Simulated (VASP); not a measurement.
Given:

```
CELL_PARAMETERS angstrom
     -2.96389     2.96389     1.61390
      2.96389    -2.96389     1.61390
      2.96389     2.96389    -1.61390
ATOMIC_POSITIONS crystal
  Sn 0.25000 0.75000 0.50000
  Sn 0.00000 0.00000 0.00000
```

Calculation: PBE GGA, VASP's PBE PAW potentials (set 64) (plane waves; VASP). Numerical set-up: 520 eV cut-off, 14×14×14 Γ-centred mesh, tetrahedra with Blöchl corrections, potentials Sn_d.

Unless said otherwise, spin-orbit coupling is left out, though it shifts the bands of the heavy elements here.

Task: Tabulate the total density of states (states/eV per cell) against energy (eV; zero at the valence-band maximum or, without a gap, the Fermi level).

Result: 
```
E (eV) | DOS (states/eV)
    -9.98 | ####### 0.34
    -9.74 | ######## 0.39
    -9.50 | ######### 0.44
    -9.26 | ######### 0.48
    -9.02 | ########## 0.52
    -8.90 | ########### 0.56
    -8.66 | ############ 0.58
    -8.42 | ############ 0.59
    -8.18 | ############## 0.68
    -7.94 | ############## 0.71
    -7.70 | ################ 0.79
    -7.46 | ################## 0.93
    -7.22 | #################### 0.99
    -6.98 | ###################### 1.10
    -6.74 | ###################### 1.12
    -6.62 | ##################### 1.08
    -6.38 | ############ 0.58
    -6.14 | ########## 0.53
    -5.90 | ########### 0.53
    -5.66 | ########### 0.57
    -5.42 | ############ 0.61
    -5.18 | ############### 0.74
    -4.94 | ########## 0.49
    -4.70 | ######## 0.38
    -4.46 | ####### 0.35
    -4.34 | ######## 0.38
    -4.10 | ######## 0.40
    -3.86 | ######## 0.43
    -3.62 | ########### 0.58
    -3.38 | ################## 0.89
    -3.14 | ##################### 1.08
    -2.90 | ################### 0.94
    -2.66 | ################## 0.92
    -2.42 | ################## 0.92
    -2.18 | ################### 0.95
    -2.06 | #################### 1.00
    -1.82 | ####################### 1.19
    -1.58 | ########################## 1.29
    -1.34 | ############################## 1.51
    -1.10 | ########################### 1.36
    -0.86 | ###################### 1.14
    -0.62 | ###################### 1.11
    -0.38 | ##################### 1.07
    -0.14 | #################### 1.00
     0.10 | #################### 1.01
     0.22 | ################### 0.98
     0.46 | #################### 1.00
     0.70 | ###################### 1.11
     0.94 | ##################### 1.06
     1.18 | ################# 0.86
     1.42 | ################## 0.89
     1.66 | ################### 0.97
     1.90 | ##################### 1.04
     2.14 | ######################### 1.24
     2.38 | ####################### 1.15
     2.50 | ###################### 1.13
     2.74 | ###################### 1.09
     2.98 | ##################### 1.07
     3.22 | ######################### 1.26
     3.46 | ############################ 1.41
```
Within 2 eV below the Fermi level the largest weight inside VASP's projection spheres is Sn p.

The compound is Sn in the beta structure. It was relaxed first.
